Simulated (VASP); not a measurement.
# PbF2 (Fluorocronite): gap against volume and shear, part 4 of 4

How do the gap and the pressure of PbF2 (Fluorocronite) answer to a change of volume or shape? All runs use LDA. The start is a cell from a database of measured crystal structures.

VASP 6.6.1; LDA; plane waves and PAW (Pb_d, F).

Still holding for the runs below: Spin-orbit coupling is off here; with elements this heavy it splits and shifts levels by tenths of an eV or more.

So far, least gap on mesh and path (eV): step 3 (bands, cell as listed) 4.22; step 4 (cell volume +4.0 %) 4.22; step 5 (cell volume +8.0 %) 4.19; step 6 (bands, sheared, principal strains -3.0, +1.3, +1.8 %) 4.08; step 7 (cell volume -4.0 %) 4.21.

### 8. Bands, volume times 0.92

The cell is scaled evenly once more. A prediction first. A parabola through the 4 pressures of evenly scaled cells so far, P = -4.95 -64.4 t +158 t² GPa with t = ln(V/V₁) and V₁ the volume at scale 1, gives 1.52 GPa at t = -0.0834. A straight line through the gaps, 4.213 -0.19 t eV, gives 4.23 eV.

INCAR reads:

```
SYSTEM = PbF2
PREC = Accurate
ENCUT = 520
EDIFF = 1E-06
NELM = 100
ISMEAR = -1
SIGMA = 0.05
LREAL = .FALSE.
ALGO = Normal
GGA = CA
NBANDS = 27
LORBIT = 11
LWAVE = .FALSE.
LCHARG = .FALSE.
KPAR = 4
```

POSCAR reads:

```
PbF2
1.0
    0.0000000000      2.8884429255      2.8884429255
    2.8884429255      0.0000000000      2.8884429255
    2.8884429255      2.8884429255      0.0000000000
Pb F
1 2
Direct
    0.0000000000      0.0000000000      0.0000000000
    0.2500000000      0.2500000000      0.2500000000
    0.7500000000      0.7500000000      0.7500000000
```

KPOINTS reads:

```
Automatic mesh
0
Gamma
7 7 7
0 0 0
```

KPOINTS_OPT reads:

```
Line mode
16
Line-mode
Reciprocal
  0.00000000   0.00000000   0.00000000 GAMMA
  0.50000000   0.00000000   0.50000000 X

  0.50000000   0.00000000   0.50000000 X
  0.50000000   0.25000000   0.75000000 W

  0.50000000   0.25000000   0.75000000 W
  0.37500000   0.37500000   0.75000000 K

  0.37500000   0.37500000   0.75000000 K
  0.00000000   0.00000000   0.00000000 GAMMA

  0.00000000   0.00000000   0.00000000 GAMMA
  0.50000000   0.50000000   0.50000000 L

  0.50000000   0.50000000   0.50000000 L
  0.62500000   0.25000000   0.62500000 U

  0.62500000   0.25000000   0.62500000 U
  0.50000000   0.25000000   0.75000000 W

  0.50000000   0.25000000   0.75000000 W
  0.50000000   0.50000000   0.50000000 L

  0.50000000   0.50000000   0.50000000 L
  0.37500000   0.37500000   0.75000000 K

  0.62500000   0.25000000   0.62500000 U
  0.50000000   0.00000000   0.50000000 X
```

PAW data sets: Pb_d and F (LDA family, release 64).

Run with:

```sh
mpirun -np 4 vasp_std
```

The log of the run:

```text
[... set-up lines as in an earlier step ...]
 entering main loop
       N       E                     dE             d eps       ncg     rms          rms(c)
DAV:   1     0.292329232300E+03    0.29233E+03   -0.13807E+04  1080   0.120E+03
DAV:   2     0.881026241471E+01   -0.28352E+03   -0.25932E+03  1163   0.364E+02
DAV:   3    -0.169402598633E+02   -0.25751E+02   -0.25439E+02  1231   0.112E+02
DAV:   4    -0.176156453430E+02   -0.67539E+00   -0.67484E+00  1322   0.188E+01
DAV:   5    -0.176345086932E+02   -0.18863E-01   -0.18862E-01  1347   0.325E+00    0.740E+00
DAV:   6    -0.160062209962E+02    0.16283E+01   -0.60710E+00  1596   0.177E+01    0.247E+00
DAV:   7    -0.159769126172E+02    0.29308E-01   -0.33742E-01  1178   0.309E+00    0.140E+00
DAV:   8    -0.159516148849E+02    0.25298E-01   -0.95053E-02  1260   0.253E+00    0.565E-01
DAV:   9    -0.159478330674E+02    0.37818E-02   -0.13432E-02  1466   0.796E-01    0.907E-02
DAV:  10    -0.159480715332E+02   -0.23847E-03   -0.48129E-04  1175   0.166E-01    0.322E-02
DAV:  11    -0.159480472848E+02    0.24248E-04   -0.54029E-05  1306   0.520E-02    0.814E-03
DAV:  12    -0.159480489928E+02   -0.17080E-05   -0.44244E-06  1173   0.124E-02    0.319E-03
DAV:  13    -0.159480489252E+02    0.67567E-07   -0.30322E-07   796   0.531E-03
   1 F= -.15948049E+02 E0= -.15948049E+02  d E =-.486770E-10
 Start KPOINTS_OPT (optional k-point list driver)
k-point batch [1-20\160]
       N       E                     dE             ncg
DAV:   1     0.208247324726E+04   -0.10897E+05     1105
DAV:   2    -0.346545609931E+04   -0.55479E+04     1172
DAV:   3    -0.399589264059E+04   -0.53044E+03     1235
DAV:   4    -0.401061774882E+04   -0.14725E+02     1308
DAV:   5    -0.401103636250E+04   -0.41861E+00     1400
DAV:   6    -0.401105368583E+04   -0.17323E-01     1409
DAV:   7    -0.401105447588E+04   -0.79005E-03     1499
DAV:   8    -0.401105449573E+04   -0.19844E-04     1198
DAV:   9    -0.401105449586E+04   -0.13001E-06      879
[...]
k-point batch [141-160\160]
       N       E                     dE             ncg
DAV:   1     0.203043252003E+04   -0.18814E+05     1099
DAV:   2    -0.344792139301E+04   -0.54784E+04     1119
DAV:   3    -0.399738933305E+04   -0.54947E+03     1271
DAV:   4    -0.401264807153E+04   -0.15259E+02     1440
DAV:   5    -0.401305220110E+04   -0.40413E+00     1476
DAV:   6    -0.401306835845E+04   -0.16157E-01     1478
DAV:   7    -0.401306920799E+04   -0.84954E-03     1609
DAV:   8    -0.401306921141E+04   -0.34168E-05     1182
DAV:   9    -0.401306921153E+04   -0.12206E-06     1073
```

The job ended after 31 s (4 MPI ranks of Intel Xeon Platinum 8259CL at 2.50GHz (Skylake/Cascade Lake), shared host; peak memory 0.7 GiB).

OUTCAR, selected parts (step 8):

```text
   ENCUT  =  520.0 eV  38.22 Ry    6.18 a.u.   7.60  7.60  7.60*2*pi/ulx,y,z

   NELECT =      28.0000    total number of electrons

 E-fermi :   3.6470

 k-point     1 :       0.0000    0.0000    0.0000
  band No.  band energies     occupation
    ...
     10      -0.5124      2.00000
     11      -0.5124      2.00000
     12       0.0010      2.00000
     13       0.0010      2.00000
     14       0.0010      2.00000
     15       9.1293      0.00000
     16       9.1293      0.00000
     17       9.1293      0.00000
     18      12.9344      0.00000
     19      17.4895      0.00000
    ...

  Total        0.5097955      0.5097955      0.5097955      0.0000000      0.0000000     -0.0000000
  in kB       16.9467035     16.9467035     16.9467035      0.0000000      0.0000000     -0.0000000
  external PRESSURE =      16.9467035 kB  Pullay stress =       0.0000000 kB

 POSITION                                       TOTAL-FORCE (eV/Angst)
 -----------------------------------------------------------------------------------
      0.00000      0.00000      0.00000        -0.000000      0.000000     -0.000000
      1.44422      1.44422      1.44422         0.000000      0.000000      0.000000
      4.33266      4.33266      4.33266        -0.000000     -0.000000      0.000000
 -----------------------------------------------------------------------------------
    total drift:                                0.000000     -0.000000      0.000000

  FREE ENERGIE OF THE ION-ELECTRON SYSTEM (eV)
  ---------------------------------------------------
  free  energy   TOTEN  =       -15.9480489252 eV

  energy  without entropy=      -15.9480489252  energy(sigma->0) =      -15.94804893

[... 3 parts as in an earlier step ...]

[... 13 further parts left out ...]
```

This step gave:

```
Fermi energy                      : 3.647 eV
pressure                          : 1.695 GPa
least gap on mesh and path        : 4.193 eV
least direct gap on mesh and path : 4.363 eV
```

The electronic bands at the labelled points (eV, zero at the valence-band top; v1 is the highest filled band, c1 the lowest empty one):

```tsv
point	v4	v3	v2	v1	c1	c2	c3	c4
Γ	-3.03	-2.52	-2.52	-2.52	6.61	6.61	6.61	10.41
0.47 of the way	-2.62	-2.24	-2.24	-1.28	4.87	7.29	7.29	11.14
X	-2.04	-2.02	-2.02	-0.17	4.19	8.00	8.00	8.32
0.47 of the way	-2.40	-2.09	-1.97	-0.09	4.68	7.41	7.55	9.09
W	-3.32	-2.12	-1.94	0.00	5.99	5.99	7.33	9.84
0.47 of the way	-2.91	-2.13	-1.99	-0.02	5.44	6.45	7.57	9.67
K	-2.62	-2.19	-2.05	-0.04	5.19	6.55	7.99	9.36
0.47 of the way	-3.14	-2.72	-2.20	-0.68	5.14	7.00	7.42	12.08
Γ	-3.03	-2.52	-2.52	-2.52	6.61	6.61	6.61	10.41
0.53 of the way	-3.20	-2.61	-2.61	-0.96	5.18	7.21	7.21	12.91
L	-3.33	-2.68	-2.68	-0.07	4.77	7.72	7.72	12.92
0.53 of the way	-3.09	-2.41	-2.27	-0.06	5.17	6.83	7.86	10.61
U	-2.62	-2.19	-2.05	-0.04	5.19	6.55	7.99	9.36
0.53 of the way	-2.91	-2.13	-1.99	-0.02	5.44	6.45	7.57	9.67
W	-3.32	-2.12	-1.94	0.00	5.99	5.99	7.33	9.84
0.53 of the way	-3.33	-2.33	-2.31	-0.06	5.19	6.83	7.79	10.66
L	-3.33	-2.68	-2.68	-0.07	4.77	7.72	7.72	12.92
0.47 of the way	-3.15	-2.46	-2.33	-0.07	5.09	6.99	7.83	10.88
K	-2.62	-2.19	-2.05	-0.04	5.19	6.55	7.99	9.36
jump to U	-2.62	-2.19	-2.05	-0.04	5.19	6.55	7.99	9.36
0.47 of the way	-2.23	-2.07	-2.03	-0.12	4.51	7.35	8.00	8.79
X	-2.04	-2.02	-2.02	-0.17	4.19	8.00	8.00	8.32
```

Of the projections kept (Pb, F), the largest for each band there; the rest of the weight can lie on other orbitals:

```tsv
point	v4	v3	v2	v1	c1	c2	c3	c4
Γ	F 0.95	F 0.96	F 0.96	F 0.96	Pb 0.95	Pb 0.95	Pb 0.95	Pb 0.90
X	F 1.00	F 0.98	F 0.98	F 0.55	Pb 0.84	Pb 0.64	Pb 0.64	F 0.66
W	F 0.92	F 1.00	F 0.98	F 0.59	Pb 0.68	Pb 0.68	F 0.55	Pb 0.98
K	F 0.95	F 0.98	F 0.99	F 0.59	Pb 0.72	Pb 0.52	Pb 0.69	Pb 0.81
Γ	F 0.95	F 0.96	F 0.96	F 0.96	Pb 0.95	Pb 0.95	Pb 0.95	Pb 0.90
L	F 0.93	F 0.96	F 0.96	F 0.68	F 0.52	Pb 0.80	Pb 0.80	Pb 0.92
```

The gap is 4.19 eV, indirect, from W to X. That is -0.03 eV from the cell as listed. The pressure is 1.69 GPa. The parabola predicted 1.52 GPa, -0.17 GPa off. The line predicted a gap of 4.23 eV, +0.04 eV off.

### 9. Bands, atoms displaced by up to 0.02 Å

The atoms are moved off their sites at random, as a crude picture of disorder.

INCAR is that of step 8.

POSCAR reads:

```
PbF2
1.0
    0.0000000000      2.9698500000      2.9698500000
    2.9698500000      0.0000000000      2.9698500000
    2.9698500000      2.9698500000      0.0000000000
Pb F
1 2
Direct
   -0.0022820000      0.0018460000     -0.0006420000
    0.2443760000      0.2492740000      0.2538410000
    0.7516470000      0.7509620000      0.7458020000
```

KPOINTS is that of step 8.

KPOINTS_OPT is that of step 8.

Run with:

```sh
mpirun -np 4 vasp_std
```

The log of the run:

```text
[... set-up lines as in an earlier step ...]
 entering main loop
       N       E                     dE             d eps       ncg     rms          rms(c)
DAV:   1     0.288249289154E+03    0.28825E+03   -0.13803E+04  9414   0.117E+03
DAV:   2     0.848289138023E+01   -0.27977E+03   -0.25587E+03  9729   0.354E+02
DAV:   3    -0.170587689928E+02   -0.25542E+02   -0.25240E+02 10984   0.112E+02
DAV:   4    -0.177166960007E+02   -0.65793E+00   -0.65732E+00 11142   0.184E+01
DAV:   5    -0.177362334936E+02   -0.19537E-01   -0.19536E-01 11909   0.331E+00    0.753E+00
DAV:   6    -0.159850221285E+02    0.17512E+01   -0.67093E+00 13486   0.176E+01    0.271E+00
DAV:   7    -0.159412425368E+02    0.43780E-01   -0.38913E-01 10167   0.317E+00    0.148E+00
DAV:   8    -0.159088087044E+02    0.32434E-01   -0.11303E-01 11550   0.263E+00    0.553E-01
DAV:   9    -0.159053048462E+02    0.35039E-02   -0.14142E-02 10715   0.710E-01    0.952E-02
DAV:  10    -0.159056223744E+02   -0.31753E-03   -0.69237E-04 10098   0.256E-01    0.413E-02
DAV:  11    -0.159055680978E+02    0.54277E-04   -0.85944E-05 11451   0.789E-02    0.156E-02
DAV:  12    -0.159055642604E+02    0.38374E-05   -0.18953E-05 11618   0.418E-02    0.563E-03
DAV:  13    -0.159055645526E+02   -0.29221E-06   -0.22339E-06 10141   0.904E-03
   1 F= -.15905565E+02 E0= -.15905565E+02  d E =-.762601E-10
 Start KPOINTS_OPT (optional k-point list driver)
k-point batch [1-160\160]
       N       E                     dE             ncg
DAV:   1     0.128391708089E+05   -0.11707E+06     8846
DAV:   2    -0.304377644478E+05   -0.43277E+05     9047
DAV:   3    -0.347080586524E+05   -0.42703E+04    10201
DAV:   4    -0.348233737059E+05   -0.11532E+03    10418
DAV:   5    -0.348266923521E+05   -0.33186E+01    11601
DAV:   6    -0.348268273516E+05   -0.13500E+00    11307
DAV:   7    -0.348268338028E+05   -0.64512E-02    12594
DAV:   8    -0.348268338818E+05   -0.78953E-04     8903
DAV:   9    -0.348268338839E+05   -0.20886E-05     7605
DAV:  10    -0.348268338843E+05   -0.44459E-06     6679
```

Elapsed: 47 s, on 4 MPI ranks; peak memory 1.7 GiB; 3.1 min of CPU time.

Parts of OUTCAR (step 9):

```text
   NELECT =      28.0000    total number of electrons

 E-fermi :   2.5541

 k-point     1 :       0.0000    0.0000    0.0000
  band No.  band energies     occupation
    ...
     10      -1.0367      2.00000
     11      -1.0329      2.00000
     12      -0.5596      2.00000
     13      -0.5296      2.00000
     14      -0.5087      2.00000
     15       7.9501      0.00000
     16       7.9910      0.00000
     17       8.0444      0.00000
     18      11.6709      0.00000
     19      16.2423      0.00000
    ...

  Total       -1.6201055     -1.6208582     -1.6193746      0.0501392     -0.0357663     -0.0053545
  in kB      -49.5473406    -49.5703579    -49.5249856      1.5333976     -1.0938343     -0.1637544
  external PRESSURE =     -49.5475614 kB  Pullay stress =       0.0000000 kB

 POSITION                                       TOTAL-FORCE (eV/Angst)
 -----------------------------------------------------------------------------------
      2.97343      5.93102      2.96856        -0.003101      0.001803     -0.003939
      1.49418      1.47963      1.46607        -0.034257     -0.006321      0.052348
      4.44516      4.44720      4.46252         0.037357      0.004518     -0.048409
 -----------------------------------------------------------------------------------
    total drift:                                0.000058      0.000421      0.000305

  FREE ENERGIE OF THE ION-ELECTRON SYSTEM (eV)
  ---------------------------------------------------
  free  energy   TOTEN  =       -15.9055645526 eV

  energy  without entropy=      -15.9055645526  energy(sigma->0) =      -15.90556455

[... 6 parts as in an earlier step ...]

[... 11 further parts left out ...]
```

This step gave:

- irreducible k-points: 172
- symmetry operations: 1
- free energy (TOTEN): -15.91 eV
- Fermi energy: 2.554 eV
- pressure: -4.955 GPa
- least gap on mesh and path: 4.219 eV
- least direct gap on mesh and path: 4.375 eV
- valence top at k: 0.1429, 0.1429, -0.4286

The electronic bands at the labelled points (eV, zero at the valence-band top; v1 is the highest filled band, c1 the lowest empty one):

```tsv
point	v4	v3	v2	v1	c1	c2	c3	c4
Γ	-2.46	-1.99	-1.96	-1.94	6.52	6.56	6.61	10.24
0.53 of the way	-1.97	-1.69	-1.69	-0.88	4.74	7.25	7.26	10.62
X	-1.53	-1.53	-1.53	-0.16	4.22	7.71	7.72	8.55
0.47 of the way	-1.87	-1.57	-1.49	-0.09	4.66	7.18	7.45	9.13
W	-2.67	-1.59	-1.47	0.00	5.83	5.92	7.26	9.81
0.47 of the way	-2.32	-1.61	-1.50	-0.01	5.37	6.37	7.38	9.67
K	-2.07	-1.68	-1.54	-0.03	5.14	6.51	7.66	9.44
0.47 of the way	-2.50	-2.17	-1.68	-0.52	5.22	6.86	7.18	11.97
Γ	-2.46	-1.99	-1.96	-1.94	6.52	6.56	6.61	10.24
0.47 of the way	-2.54	-2.04	-2.03	-0.93	5.37	6.91	7.02	12.35
L	-2.64	-2.15	-2.11	-0.02	4.82	7.40	7.56	12.81
0.47 of the way	-2.53	-1.93	-1.80	-0.03	5.11	6.79	7.59	10.90
U	-2.06	-1.69	-1.54	-0.04	5.13	6.46	7.71	9.46
0.47 of the way	-2.27	-1.62	-1.51	-0.02	5.31	6.37	7.47	9.64
W	-2.67	-1.59	-1.47	0.00	5.83	5.92	7.26	9.81
0.47 of the way	-2.72	-1.74	-1.73	-0.02	5.30	6.55	7.49	10.44
L	-2.64	-2.15	-2.11	-0.02	4.82	7.40	7.56	12.81
0.53 of the way	-2.49	-1.89	-1.74	-0.03	5.18	6.73	7.53	10.61
K	-2.07	-1.68	-1.54	-0.03	5.14	6.51	7.66	9.44
jump to U	-2.06	-1.69	-1.54	-0.04	5.13	6.46	7.71	9.46
0.47 of the way	-1.71	-1.58	-1.53	-0.11	4.51	7.20	7.72	8.91
X	-1.53	-1.53	-1.53	-0.16	4.22	7.71	7.72	8.55
```

Of the projections kept (Pb, F), the largest for each band there; the rest of the weight can lie on other orbitals:

```tsv
point	v4	v3	v2	v1	c1	c2	c3	c4
Γ	F 0.96	F 0.96	F 0.97	F 0.97	Pb 0.95	Pb 0.95	Pb 0.94	Pb 0.89
X	F 0.99	F 0.99	F 0.99	F 0.60	Pb 0.85	Pb 0.65	Pb 0.65	F 0.66
W	F 0.93	F 1.00	F 0.99	F 0.63	Pb 0.68	Pb 0.69	Pb 0.51	Pb 1.00
K	F 0.95	F 0.98	F 1.00	F 0.63	Pb 0.73	Pb 0.55	Pb 0.70	Pb 0.78
Γ	F 0.96	F 0.96	F 0.97	F 0.97	Pb 0.95	Pb 0.95	Pb 0.94	Pb 0.89
L	F 0.93	F 0.97	F 0.97	F 0.72	Pb 0.50	Pb 0.80	Pb 0.80	Pb 0.94
```

Force by atom:

```tsv
atom	x (eV/Å)	y (eV/Å)	z (eV/Å)	size
Pb1	-0.0031	0.0018	-0.0039	0.0053
F2	-0.0343	-0.0063	0.0523	0.0629
F3	0.0374	0.0045	-0.0484	0.0613
```

The gap is 4.22 eV, indirect. That is -0.00 eV from the cell as listed. The pressure is -4.95 GPa, and the symmetry operations fall from 48 to 1.

### 10. The runs together

| cell | mesh | pressure (GPa) | gap (eV) | direct gap (eV) |
| --- | --- | --- | --- | --- |
| cell as listed | 7×7×7 | -4.97 | 4.222 | 4.379 |
| volume times 1.04 | 7×7×7 | -7.21 | 4.218 | 4.374 |
| volume times 1.08 | 7×7×7 | -8.97 | 4.188 | 4.362 |
| sheared, principal strains -3.0, +1.3, +1.8 % | 7×7×7 | -4.92 | 4.082 | 4.332 |
| volume times 0.96 | 7×7×7 | -2.05 | 4.212 | 4.375 |
| volume times 0.92 | 7×7×7 | 1.69 | 4.193 | 4.363 |
| atoms displaced by up to 0.02 Å | 7×7×7 | -4.95 | 4.219 | 4.375 |

### 11. Results

| Property | Result |
| --- | --- |
| gap, cell as listed | 4.222 eV |
| gap, volume times 1.04 | 4.218 eV |
| gap, volume times 1.08 | 4.188 eV |
| gap, sheared, principal strains -3.0, +1.3, +1.8 % | 4.082 eV |
| gap, volume times 0.96 | 4.212 eV |
| gap, volume times 0.92 | 4.193 eV |
| gap, atoms displaced by up to 0.02 Å | 4.219 eV |
| bulk modulus at the listed volume, shape and positions held | 65.2 GPa |
| volume deformation potential of the gap | 0.149 eV |

**Reading.** At the listed volume the gap of PbF2 (Fluorocronite) changes by +0.15 eV per unit of ln V, its volume deformation potential under even scaling; divided by the bulk modulus that is -2 meV/GPa. The band edges move to other points at some volumes, which this slope leaves out. The slope of pressure against ln V at the listed volume gives a bulk modulus of 65.2 GPa at fixed shape and positions (not that of equilibrium, since the cell bears -5.0 GPa there). With sheared, principal strains -3.0, +1.3, +1.8 %, the gap on the common mesh moves by -0.17 eV. With atoms displaced by up to 0.02 Å, the least gap on mesh and path moves by -0.00 eV. A cell with a path of its own may have its gap from unlike samples: sheared, principal strains -3.0, +1.3, +1.8 %. Spin-orbit coupling is left out, and with elements this heavy it would split and shift bands near the edges, and it can change the kind of a small gap.

[Lines on the potential files, build, host, timing and source positions are cut from VASP's logs without a mark.]

[Logs are printed without paths, hosts, clocks, repeated set-up lines and the standing remarks that a program may print on its own settings, such as how far it seeks lower states.]

[Hosts, paths, dates, database ids (printed as entryN), source tags and the programs' standing remarks are cut or masked in the printed files.]

[A measured line is paired with the nearest computed mode of its activity, which favours agreement.]
